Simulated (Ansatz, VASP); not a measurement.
# Cross-check of Al31Cu17 (Khatyrkite) between VASP and Ansatz, part 2 of 2

Wanted: the spread between two codes on one cell, functional and k mesh. The structure shown is the end of the VASP relaxation below.

VASP 6.6.1 and Ansatz 0.2.0.

So far: Starting point; VASP: relaxation, PBEsol.

### Step 3. Ansatz: single point, PBEsol

Level of this step: Ansatz beside VASP: Kohn-Sham DFT, plane waves, PBEsol (Ansatz).

Ansatz runs on its default PAW (the set named soft_2) files.

The same cell, functional, mesh and smearing now go to Ansatz, which takes its cutoff from its data sets.

Contents of input.yaml:

```yaml
crystal:
  lattice:
    - [-5.96831895, 5.96831895, 4.8731523]
    - [5.96831895, -5.96831895, 4.8731523]
    - [5.96831895, 5.96831895, -4.8731523]
  atoms:
    - { symbol: Cu, position: [0.12270216, 0.12242567, 0.9964212], spin: 0.6 }
    - { symbol: Cu, position: [0.12760097, 0.12728421, 0.50354948], spin: 0.6 }
    - { symbol: Cu, position: [0.12592044, 0.62609697, 0.00175106] }
    - { symbol: Cu, position: [0.12463569, 0.62488938, 0.49927615] }
    - { symbol: Cu, position: [0.62511471, 0.125452, 0.00068915] }
    - { symbol: Cu, position: [0.62395376, 0.12410628, 0.49823177] }
    - { symbol: Cu, position: [0.62634524, 0.62608065, 0.00138317] }
    - { symbol: Cu, position: [0.62396593, 0.62371308, 0.49859972] }
    - { symbol: Cu, position: [0.37529455, 0.37503892, 0.00136312] }
    - { symbol: Cu, position: [0.37624425, 0.37592297, 0.50353895] }
    - { symbol: Cu, position: [0.37563278, 0.8758086, 0.00175543] }
    - { symbol: Cu, position: [0.37414355, 0.87429769, 0.49822494] }
    - { symbol: Cu, position: [0.87520966, 0.37555387, 0.00068544] }
    - { symbol: Cu, position: [0.87440475, 0.37466124, 0.4992773] }
    - { symbol: Cu, position: [0.8740222, 0.87373801, 0.99642968], spin: 0.6 }
    - { symbol: Cu, position: [0.87488357, 0.87463561, 0.49861551] }
    - { symbol: Cu, position: [0.16756556, 0.08241253, 0.24997778], spin: 0.6 }
    - { symbol: Al, position: [0.16976758, 0.0800979, 0.74989013] }
    - { symbol: Al, position: [0.17179982, 0.57818749, 0.24980592] }
    - { symbol: Al, position: [0.17010082, 0.58054341, 0.75064289] }
    - { symbol: Al, position: [0.67161822, 0.07800547, 0.24980801] }
    - { symbol: Al, position: [0.66939485, 0.07974399, 0.74914284] }
    - { symbol: Al, position: [0.6686115, 0.58137205, 0.24998539] }
    - { symbol: Al, position: [0.66978756, 0.5801257, 0.74989051] }
    - { symbol: Al, position: [0.41698268, 0.16856666, 0.08989251] }
    - { symbol: Al, position: [0.41918166, 0.16965063, 0.5888333] }
    - { symbol: Al, position: [0.42053446, 0.66994357, 0.0904865] }
    - { symbol: Al, position: [0.41987233, 0.66958494, 0.58930291] }
    - { symbol: Al, position: [0.92101772, 0.16841991, 0.08944039] }
    - { symbol: Al, position: [0.91971549, 0.1694338, 0.58930184] }
    - { symbol: Al, position: [0.92132431, 0.67290797, 0.08989347] }
    - { symbol: Al, position: [0.91983792, 0.66998227, 0.58981835] }
    - { symbol: Al, position: [0.32515008, 0.40790466, 0.25003565] }
    - { symbol: Al, position: [0.33133347, 0.42104761, 0.75237668] }
    - { symbol: Al, position: [0.32400982, 0.92608013, 0.25008921] }
    - { symbol: Al, position: [0.33021389, 0.9199001, 0.75011457] }
    - { symbol: Al, position: [0.8296203, 0.42054337, 0.2501647] }
    - { symbol: Al, position: [0.83021187, 0.41990149, 0.75011412] }
    - { symbol: Al, position: [0.8421336, 0.92488721, 0.25003986] }
    - { symbol: Al, position: [0.8290522, 0.91871074, 0.74776812] }
    - { symbol: Al, position: [0.08162517, 0.32917019, 0.4107935] }
    - { symbol: Al, position: [0.08047704, 0.33040038, 0.91075443] }
    - { symbol: Al, position: [0.08126626, 0.83291932, 0.41012015] }
    - { symbol: Al, position: [0.08022554, 0.83083511, 0.91105886] }
    - { symbol: Al, position: [0.57720142, 0.32885402, 0.41011954] }
    - { symbol: Al, position: [0.57993084, 0.3302671, 0.91020183] }
    - { symbol: Al, position: [0.58000956, 0.82961892, 0.40958626] }
    - { symbol: Al, position: [0.58035221, 0.83027619, 0.91075772] }
hamiltonian:
  xc: pbesol
  pseudopotentials: { kind: paw }
magnetization:
  spin_polarized: true
kpoints:
  mp_grid: { grid: [3, 3, 3] }
scf:
  occupations: { method: methfessel_paxton, width: 0.2 }
  n_extra_bands: 19
output:
  forces: true
  eigenvalues: true
```

Launch:

```sh
$ ansatz run input.yaml --threads 8 --pin off --max-ram 18432MiB --backend cpu --events-out ev --progress --plain --runs-dir out
```

Numbers of over 12 decimals in the logs are rounded to 6 here.

The program printed:

```text
Warning: the band count 227 (scf.n_extra_bands) hosts the net moment |M| = 2.4000 μB (N_el = 416) but caps the reachable moment at 2·n_bands − N_el = 38.0000 μB, below the 258 bands that the automatic rule leaves for it — a moment growing past the seed, or the majority channel's smearing tail, pins there with fewer empty majority states than that count leaves; raise or omit scf.n_extra_bands unless the cap is intended
scf.n_extra_bands = 19 over 208 filled bands (N_el = 416.0): the run solves 227 bands
Engine: ansatz 0.2.0, aarch64-unknown-linux-gnu
Pseudopotentials: kind: paw
Pseudopotential: Cu, paw, valence charge 19, recommended cutoff 420 eV (normal), Cu.paw.azcp
Pseudopotential: Al, paw, valence charge 3, recommended cutoff 420 eV (normal), Al.paw.azcp
Functional definition: PBEsol
  exchange = pbesol_x
  correlation = pbesol_c
Crystal: 48 atoms, lattice volume = 694.343 Å³
Basis set: ecut = 420 eV, 13493 PW (Γ), exchange–correlation on 144×144×144 points (8 copies of the dense FFT grid, shifted against one another)
Bands: 227, of which v1, the nominal top of the filled ones, is band 208 counted from 1 (207 counted from 0)
Symmetry: 1 space group operations
Space group: P1 (ITA 1), of the structure as read, at distance tolerance 8.9e-5 Å
Magnetic group: BNS 1.1 (UNI 1), of the structure as read, at distance tolerance 8.9e-5 Å
k-points: 14 of 27 (time reversal used)
Non-local potential: Cu, projectors of the file, l = 0: 3, l = 1: 2, l = 2: 3, l = 3: 1
Non-local potential: Al, projectors of the file, l = 0: 2, l = 1: 2, l = 2: 1
PAW form: soft (Blöchl's): semilocal exchange-correlation on the pseudo side does not see the compensation charge
PAW frozen core: Cu, regenerated for the run's functional, and the local potential with it (the file was generated under x = pbe(κ = 0.804, μ = 0.219515), c = pbe(β = 0.066725))
PAW frozen core: Al, regenerated for the run's functional, and the local potential with it (the file was generated under x = pbe(κ = 0.804, μ = 0.219515), c = pbe(β = 0.066725))
PAW one-centre angular grid: Cu, 590 points (default); XC on 64 Gauss nodes
PAW one-centre angular grid: Al, 110 points (default); XC on 64 Gauss nodes
Initial density: superposition of atomic densities (chi_scale 0.1, normalization cell)
Starting moments: Σ|m| = 2.4 μB on 4 of 48 sites
Initial wavefunctions: pseudopotential atomic-orbital guess
Functional: x = pbesol(κ = 0.804, μ = 0.123457), c = pbesol(β = 0.046)
SCF iter   1: F=—  HF=-128325.487634 eV  |F-HF|=—  |Δ(HF+E_count)|=         —  Δρ=1.58e-1 (↑1.58e-1 ↓1.48e-1)  dr2=4.78e2  dr2_m=7.74e-1  M=0.929 μB ∫|m|=1.533 μB  β_m=0.30  ethr=3.10e-3  ⟨swp⟩=5.2  Hψ=24378  notcnv=0
preconditioner: auto → Kerker (q_TF=auto, 2.505 Å⁻¹)  [metal: Δε(μ)=0.003 eV  Ē_g=4.725 eV  σ=0.200 eV  W_gap=0.01  n_scr=182 (ndim 8)  ℏωp=23.6 eV  f_vac=0.000  D(μ)=16.34/eV (n_scr^D=102)]
spin=Collinear: Kerker preconditioning applied to the charge; magnetization (m = ρ↑ − ρ↓) channel mixes plain (no charge-response kernel on spin).
SCF iter   2: F=—  HF=-128298.034495 eV  |F-HF|=—  |Δ(HF+E_count)|=    2.75e1  S|Δr|=    0.00e0  Δρ=6.25e-2 (↑4.57e-2 ↓6.25e-2)  dr2=3.80e1  dr2_m=1.93e0  M=0.114 μB ∫|m|=0.281 μB  β_m=0.30  ethr=3.10e-3  ⟨swp⟩=4.0  Hψ=18323  notcnv=0  defer=88
SCF iter   3: F=—  HF=-128280.698778 eV  |F-HF|=—  |Δ(HF+E_count)|=    1.73e1  S|Δr|=    0.00e0  Δρ=2.00e-2 (↑2.00e-2 ↓1.64e-2)  dr2=5.08e0  dr2_m=8.59e-1  M=0.162 μB ∫|m|=0.352 μB  β_m=0.30  ethr=3.10e-3  ⟨swp⟩=2.9  Hψ=14150  notcnv=0  defer=182
SCF iter   4: F=—  HF=-128279.264656 eV  |F-HF|=—  |Δ(HF+E_count)|=    1.43e0  S|Δr|=    0.00e0  Δρ=2.12e-2 (↑2.12e-2 ↓1.11e-2)  dr2=4.14e0  dr2_m=4.59e-1  M=0.156 μB ∫|m|=0.312 μB  β_m=0.30  ethr=1.22e-3  ⟨swp⟩=2.0  Hψ=13566  notcnv=0  defer=182
SCF iter   5: F=—  HF=-128278.284546 eV  |F-HF|=—  |Δ(HF+E_count)|=   9.80e-1  S|Δr|=    0.00e0  Δρ=1.30e-2 (↑5.88e-3 ↓1.30e-2)  dr2=1.11e0  dr2_m=3.10e-1  M=0.079 μB ∫|m|=0.191 μB  β_m=0.30  ethr=9.94e-4  ⟨swp⟩=2.0  Hψ=11901  notcnv=0  defer=182
Mixer restart at iter 5: flushing history
spin-set hold released at iteration 5 (site moments contracting): the magnetisation degrees of freedom join the quasi-Newton model from the next iteration; the mixer history was flushed
SCF iter   6: F=—  HF=-128278.317237 eV  |F-HF|=—  |Δ(HF+E_count)|=   3.27e-2  S|Δr|=    0.00e0  Δρ=7.52e-3 (↑5.95e-3 ↓7.52e-3)  dr2=4.66e-1  dr2_m=1.67e-1  M=0.065 μB ∫|m|=0.159 μB  β_m=0.51  ethr=2.66e-4  ⟨swp⟩=2.0  Hψ=13368  notcnv=0  defer=182
SCF iter   7: F=—  HF=-128278.379449 eV  |F-HF|=—  |Δ(HF+E_count)|=   6.22e-2  S|Δr|=    0.00e0  Δρ=7.39e-3 (↑3.99e-3 ↓7.39e-3)  dr2=5.83e-1  dr2_m=4.61e-2  M=0.031 μB ∫|m|=0.090 μB  β_m=0.55  ethr=1.12e-4  ⟨swp⟩=2.0  Hψ=11794  notcnv=0  defer=182
SCF iter   8: F=—  HF=-128278.246852 eV  |F-HF|=—  |Δ(HF+E_count)|=   1.33e-1  S|Δr|=    0.00e0  Δρ=6.27e-4 (↑5.76e-4 ↓6.27e-4)  dr2=6.77e-3  dr2_m=2.78e-4  M=0.003 μB ∫|m|=0.023 μB  β_m=0.76  ethr=1.12e-4  ⟨swp⟩=2.0  Hψ=13211  notcnv=0  defer=182
SCF iter   9: F=—  HF=-128278.262132 eV  |F-HF|=—  |Δ(HF+E_count)|=   1.53e-2  S|Δr|=    0.00e0  Δρ=1.56e-3 (↑1.56e-3 ↓1.35e-3)  dr2=3.58e-2  dr2_m=1.58e-4  M=0.003 μB ∫|m|=0.013 μB  β_m=0.76  ethr=1.63e-6  ⟨swp⟩=2.0  Hψ=11717  notcnv=0  defer=182
[...]
SCF iter  15: F=—  HF=-128278.256954 eV  |F-HF|=—  |Δ(HF+E_count)|=   1.18e-6  S|Δr|=    0.00e0  Δρ=2.63e-5 (↑2.63e-5 ↓2.60e-5)  dr2=1.33e-5  dr2_m=2.22e-8  M=0.000 μB ∫|m|=0.000 μB  β_m=0.69  ethr=1.85e-9  ⟨swp⟩=2.0  Hψ=12029  notcnv=0  defer=182
SCF iter  16: F=—  HF=-128278.256951 eV  |F-HF|=—  |Δ(HF+E_count)|=   2.38e-6  S|Δr|=    0.00e0  Δρ=8.60e-6 (↑8.60e-6 ↓7.82e-6)  dr2=1.21e-6  dr2_m=1.70e-9  M=0.000 μB ∫|m|=0.000 μB  β_m=0.55  ethr=1.85e-9  ⟨swp⟩=2.0  Hψ=11016  notcnv=0  defer=182
SCF iter  17: F=—  HF=-128278.256951 eV  |F-HF|=—  |Δ(HF+E_count)|=   1.03e-7  S|Δr|=    0.00e0  Δρ=1.69e-6 (↑1.62e-6 ↓1.69e-6)  dr2=4.31e-8  dr2_m=8.43e-10  M=0.000 μB ∫|m|=0.000 μB  β_m=0.78  ethr=2.40e-11  ⟨swp⟩=8.6  Hψ=31464  notcnv=0
SCF iter  18: F=-128278.256951 eV  HF=-128278.256951 eV  |F-HF|=1.10e-7  |Δ(HF+E_count)|=   2.58e-8  S|Δr|=    0.00e0  Δρ=2.17e-6 (↑2.12e-6 ↓2.17e-6)  dr2=8.59e-8  dr2_m=1.36e-10  M=0.000 μB ∫|m|=0.000 μB  ethr=1.04e-11  ⟨swp⟩=3.0  Hψ=17684  notcnv=0
SCF 1 converged in 18 iterations: F = -128278.256951 eV  dr2 = 8.59e-8
  greatest PAW one-centre occupation: 1.000 electrons in one spin orbital (limit 2), on the Cu atom at site 16 (counted from 0), in its partial waves of l = 0
WARN: the starting moments were not kept: the SCF closed with an absolute magnetisation of 2.3e-5 μB, where they sum to 2.4 μB in size (4 sites). That is at most 0.1 of that sum. Measured as dr2_m measures the in/out step, that magnetisation stands 1.2e-11 eV from none, at or under the dr2_threshold of 1.0e-7 eV: it is no larger than a step whose dr2_m would equal this threshold. The system may hold no moment; this S [...]
this state was not tested for a lower state beside it, because cold or Methfessel-Paxton smearing, or corrected tetrahedra, fill the levels in a way that the test cannot read (fill_not_monotonic; see scf.lower_state_search)
SCF converged after 18 iterations
Magnetization: 0.0000 μB (208.0000 up, 208.0000 down)
Absolute magnetization: 0.0000 μB (∫|ρ↑−ρ↓|, with the PAW one-centre terms)
Spin contamination: 0.0000 ħ² per cell (⟨S²⟩ above its minimum at these occupations)
Per-site moments (μB) at R_I (Å): [(-4.458086873902802e-7, 0.999813), (-4.4730980350488164e-7, 0.999645), (8.057575717853636e-8, 1.003921), (6.778635330859703e-8, 1.005029), (6.63890790623389e-8, 1.005480), (8.578286078212006e-8, 1.004308), (5.7507567399170654e-8, 1.005814), (5.562499311443525e-8, 1.006141), (6.063369629860849e-8, 1.005765), (9.144349067789434e-8, 0.999645), (8.257983789019246e-8, 1.003921), (8.53191 [...]
Free energy (F): -128278.256951 eV
Harris-Foulkes:  -128278.256951 eV  (|F-HF|=1.10e-7)
Internal energy: -128278.262468 eV  (E = F + TS)
E sigma→0 (E₀):  -128278.258331 eV
Entropy (-TS):   0.005517 eV (0.115 meV/atom)
Fermi energy:    10.630309 eV
Step filling:    the computed levels leave a gap of 0.0000 eV = 0.0 smearing widths at the electron count; against every level under it full and every level over it empty, smearing changes F+E_penalty+E_count by -2.843 meV and its σ→0 estimate by -4.222 meV
--- Per-component energies (eV) ---
  E_band       = -7799.415639
  E_kinetic    = 5828.454019
  E_local      = -104805.281278  (includes V_loc(G=0)·N_el)
  E_nonlocal   = 6886.867626
  E_hartree    = 47403.679892
  E_xc         = -2759.264823
  E_vxc        = -2898.260360  (∫ρ·V_xc dr)
  E_paw        = -41669.656950  (= ΣΔE_a)
  E_vpaw       = -7618.552909  (= ΣTr[D̂ρ^β])
  E_aug_tail   = 0.004321  (compensation charges beyond the density's cutoff)
  E_ewald      = -39167.164023
  E_core_change = 4.098747  (= ΣΔE_core)
  E_smearing   = 0.005517  (= −TS)
  E_closure    = -0.000000  (closes the sum)
  Σ components = -128278.256951   (vs F -128278.256951, Δ=0.00e0)
--- Forces (eV/Å), atoms counted from 1 ---
  atom   1  Cu    -0.00319754    -0.00146695     0.00269040
  atom   2  Cu     0.00271343     0.00331491    -0.00199644
  atom   3  Cu     0.01050811    -0.00239717     0.00358378
  atom   4  Cu    -0.00442569     0.00223061    -0.00391263
  atom   5  Cu    -0.00134138     0.00694974     0.00588340
  atom   6  Cu     0.00225136    -0.01127927    -0.00181460
  atom   7  Cu    -0.00118182    -0.00272767    -0.01648179
  atom   8  Cu     0.00282213     0.00131197     0.01453525
  atom   9  Cu    -0.00090351    -0.00167801     0.01647309
  atom  10  Cu     0.00317458     0.00353021     0.00309035
  atom  11  Cu     0.01044199    -0.00249932    -0.00264013
  atom  12  Cu     0.00208732    -0.01088241     0.00088297
  atom  13  Cu    -0.00149382     0.00727684    -0.00507146
  atom  14  Cu    -0.00449434     0.00222771     0.00335047
  atom  15  Cu    -0.00321118    -0.00200558    -0.00392583
  atom  16  Cu     0.00202746     0.00123875    -0.01425536
  atom  17  Cu     0.02617738    -0.02654274    -0.00000820
  atom  18  Al    -0.00482858     0.01260925     0.00067351
  atom  19  Al     0.00699432     0.00680023    -0.00832558
  atom  20  Al     0.00205714    -0.00095846    -0.00003752
  atom  21  Al     0.00702126     0.00678217     0.00840348
  atom  22  Al     0.01086261     0.00371597     0.00002615
  atom  23  Al     0.00058424    -0.00140647    -0.00002849
  atom  24  Al    -0.00482186     0.01259589    -0.00065535
[...]
atom  41  Al    -0.01929360     0.00673277    -0.00005735
  atom  42  Al    -0.00912238    -0.00277606    -0.00311825
  atom  43  Al    -0.01398785    -0.00509541     0.01457648
  atom  44  Al    -0.01276244    -0.00322463    -0.00005064
  atom  45  Al    -0.01404532    -0.00510973    -0.01451831
  atom  46  Al    -0.00566353     0.00541014    -0.00003365
  atom  47  Al    -0.00309827    -0.00695917    -0.00083619
  atom  48  Al    -0.00945071    -0.00239461     0.00298260
  max |Σ_I F_I| component: 3.33e-6 eV/Å
--- Band table (eV; the first three rows and the last of 28) ---
  k-point 0 ↑: bands = [... 204 lower, 10.0688, 10.0690, 10.1175, 10.5986, 10.9807, 11.0436, 11.0629, 11.1234, ... 15 higher]
  k-point 1 ↑: bands = [... 204 lower, 9.8272, 9.8851, 9.9450, 10.0998, 10.1020, 10.5200, 10.6858, 11.6880, ... 15 higher]
  k-point 2 ↑: bands = [... 204 lower, 10.3629, 10.3986, 10.4345, 10.6075, 10.7128, 10.9974, 11.4400, 11.4691, ... 15 higher]
  k-point 13 ↓: bands = [... 204 lower, 10.5229, 10.5829, 10.5867, 10.6875, 10.8253, 11.3017, 11.3366, 11.3706, ... 15 higher]
```

Elapsed: 6.7 min, on 8 threads of Arm Neoverse N1, shared host; peak memory 7.3 GiB; 53 min of CPU time.

### Step 4. Differences

Known differences besides the potentials themselves: the data sets hold 416 valence electrons in Ansatz (default PAW (the set named soft_2) files) and 280 in VASP; the cutoff is 420 eV in Ansatz and 300 eV in VASP (PREC = Normal, projectors in real space); Ansatz makes its cores anew for this functional, VASP keeps those of its PBE data sets. Total energies have different zeros and are not compared.

At this near-relaxed geometry the largest component of a force difference is 14 meV/Å. VASP's last cycles still show a density residual of 2e-03, so its state may not be settled.

### Step 5. What came out

```json
{
  "r.m.s. force difference (single point, PBEsol)": "4.9 meV/Å"
}
```

**Reading.** The r.m.s. force difference is 4.9 meV/Å (single point, PBEsol), within the 12 meV/Å picked in this series as the mark of a large difference. How closely two codes agree says nothing of how well the functional describes the real material.

[Lines on the potential files, build, host, timing and source positions are cut from VASP's logs without a mark.]

[Logs are printed without paths, hosts, clocks, repeated set-up lines and the standing remarks that a program may print on its own settings, such as how far it seeks lower states.]

[Hosts, paths, dates, database ids (printed as entryN), source tags and the programs' standing remarks are cut or masked in the printed files.]
